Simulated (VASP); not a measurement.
Calculation: r2SCAN meta-GGA, VASP's PBE PAW potentials (set 64) (plane waves; VASP).

Gaps are without spin-orbit coupling.

The volume per atom is 5.91 Å³/atom. The band gap (over mesh and band path) comes out as 5.72 eV and the smallest direct gap (over mesh and band path) comes out as 8.96 eV.

**Question.** Which relaxed crystal gives these values?
A) SrNiF6, R-3m (166)
B) LiMgBN2, I-4m2 (119)
C) GaSb, P6_3mc (186)
D) BN, P6_3mc (186)

**Answer.** D, BN, P6_3mc (186)
